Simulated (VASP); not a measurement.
A convergence study with VASP on KI: one setting is varied, all else stays as given below, so the limit is that of these other settings.

```yaml
crystal:
  lattice:
    - [4.97425, 0.00000, 0.00000]
    - [-4.97425, 4.97425, 0.00000]
    - [0.00000, 0.00000, 24.55201]
  atoms:
    - { symbol: I, position: [0.00000, 0.00000, 0.28511] }
    - { symbol: I, position: [0.00000, 0.50000, 0.42837] }
    - { symbol: I, position: [0.00000, 0.00000, 0.57163] }
    - { symbol: I, position: [0.00000, 0.50000, 0.71489] }
    - { symbol: K, position: [0.00000, 0.00000, 0.42837] }
    - { symbol: K, position: [0.00000, 0.50000, 0.28511] }
    - { symbol: K, position: [0.00000, 0.00000, 0.71489] }
    - { symbol: K, position: [0.00000, 0.50000, 0.57163] }
```

The numbers are results of LDA (Ceperley-Alder, Perdew-Zunger), VASP's LDA PAW potentials (set 64) (plane waves; VASP), not measurements. The tightest run used: 600 eV cut-off, 6×6×1 Γ-centred mesh, Fermi-Dirac smearing of 0.050 eV, potentials I K_sv.

Unless said otherwise, spin-orbit coupling is left out, though it shifts the bands of the heavy elements here. Gaps are read on the run's mesh, which can miss a band edge.

**Question.** The settings run are ENCUT = 150; ENCUT = 180; ENCUT = 210; ENCUT = 255; ENCUT = 360; ENCUT = 450; ENCUT = 600. From which on does the energy per atom stay within 0.01 eV/atom of the tightest run?

**Answer.** From ENCUT = 210 on: it is off by 0.0059 there and by no more than 0.01 in any finer run, while ENCUT = 180 is off by 0.0136.
```
setting      E (eV/atom)  gap on the mesh (eV)  plane waves  difference judged (eV/atom)
-----------  -----------  --------------------  -----------  ---------------------------
ENCUT = 150      -2.9588                 3.852         2584                       0.0542
ENCUT = 180      -3.0266                 3.783         3357                       0.0136
ENCUT = 210      -3.0189                 3.753         4264                       0.0059
ENCUT = 255      -3.0129                 3.737         5655                       0.0001
ENCUT = 360      -3.0129                 3.735         9436                       0.0000
ENCUT = 450      -3.0128                 3.735        13197                       0.0001
ENCUT = 600      -3.0130                 3.735        20356                       0.0000
```

Left out are rungs that failed or repeat a setting and relaxations that didn't move; long series are thinned to 24 rows.

The cell is a sheet or thin cut with vacuum, built from a generated structure.
